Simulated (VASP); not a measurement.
```
CELL_PARAMETERS angstrom
      0.00000     2.51207     2.51207
      2.51207     0.00000     2.51207
      2.51207     2.51207     0.00000
ATOMIC_POSITIONS crystal
  Co 0.00000 0.00000 0.00000
  Si 0.25000 0.25000 0.25000
```

All values below come from PBEsol GGA, VASP's PBE PAW potentials (set 64) (plane waves; VASP 6.6.1). Numerical set-up: 400 eV cut-off, 14×14×14 Γ-centred mesh, tetrahedra with Blöchl corrections, potentials Co Si.

**Question.** What does the run give for the energy per atom (σ→0), band gap (on the k-mesh) with the smallest direct gap where there is one?

**Answer.** 
```json
{
 "band gap (on the k-mesh)": "none (metal, semimetal or under 0.01 eV)",
 "energy per atom (σ→0)": "-6.359 eV/atom"
}
```

Total energies compare only between runs with the same potentials, cut-off and functional.

The structure was generated: CoSi was put into the zinc blende type (F-43m), which need not be its known phase. It was relaxed first, which changed the volume by -23 %. The run is not spin-polarised, so no magnetic state was tried. The electron count is odd and the run is not spin-polarised, which forces a metal.
